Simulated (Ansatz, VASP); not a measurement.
# BIr3Pd: VASP beside Ansatz

Contents of INCAR:

```
SYSTEM = BIr3Pd
  PREC = Accurate
  ENCUT = 600
  EDIFF = 1E-7
  ISMEAR = 0
  SIGMA = 0.1
  LREAL = .False.
  LASPH = .True.
  NELM = 100
  ALGO = Normal
  ISIF = 3
  LWAVE = .False.
  LCHARG = .False.
  GGA = PE
  IBRION = 2
  NSW = 90
  EDIFFG = -0.04
```

Contents of KPOINTS:

```
regular mesh
0
Gamma
  4 4 4
  0 0 0
```

Contents of POSCAR:

```
BIr3Pd
1.0
    3.9961189500      0.0000000000      0.0000000000
    0.0000000000      3.9961189500      0.0000000000
    0.0000000000      0.0000000000      3.9961189500
B Pd Ir
1 1 3
Direct
    0.5000000000      0.5000000000      0.5000000000
    0.0000000000      0.0000000000      0.0000000000
    0.0000000000      0.5000000000      0.5000000000
    0.5000000000      0.5000000000      0.0000000000
    0.5000000000      0.0000000000      0.5000000000
```

Input for Ansatz:

```yaml
crystal:
  lattice:
    - [3.99611895, 0.0, 0.0]
    - [0.0, 3.99611895, 0.0]
    - [0.0, 0.0, 3.99611895]
  atoms:
    - { symbol: B, position: [0.5, 0.5, 0.5] }
    - { symbol: Pd, position: [0.0, 0.0, 0.0] }
    - { symbol: Ir, position: [0.0, 0.5, 0.5] }
    - { symbol: Ir, position: [0.5, 0.5, 0.0] }
    - { symbol: Ir, position: [0.5, 0.0, 0.5] }
basis:
  ecutwfc: 420
kpoints:
  mp_grid: { grid: [4, 4, 4] }
hamiltonian:
  xc: pbe
scf:
  occupations: { method: gaussian, width: 0.1 }
  lower_state_search: "off"
output:
  forces: true
  stress: true
  eigenvalues: true
relax:
  adjacent_minimum: "off"
  f_tol: 0.04
  max_steps: 70
  cell: { stress_tol: 0.4 }
```

Change from the starting cell: species swapped into the Fe3RhN type (Pm-3m, No. 221).

Alike in both runs: task relaxation of cell and atoms; functional PBE; k mesh 4 × 4 × 4; occupations gaussian, width 0.1 eV; no spin polarisation.

|  | VASP | Ansatz |
| --- | --- | --- |
| version | VASP 6.6.1 | Ansatz 0.2.0 |
| potentials or method | VASP PAW PBE potentials, release 64 (B, Pd, Ir) | scalar-relativistic, plane waves, PAW |
| plane-wave cutoff (eV) | 600 | 420 |
| valence electrons in the cell | 40 | 72 |

```tsv
	VASP	Ansatz	Ansatz less VASP
gap on the k mesh at the Fermi level, each at its own relaxed structure (eV)	none	none	-
relaxed volume (Å³/atom)	13.90	13.83	-0.075
relaxed cell length with the largest relative difference (Å)	4.112	4.104	-0.0074
energy change over the relaxation (meV/atom)	-84	-76	+7.4
```

A gap of «none» marks a metal or a gap that the smearing closes. The two sets of potentials don't hold the same shells in valence.

Caveats: the k mesh is coarse (spacing up to 0.39 Å⁻¹), so the values aren't converged. Spin-orbit coupling is left out, which matters for the levels of Ir.
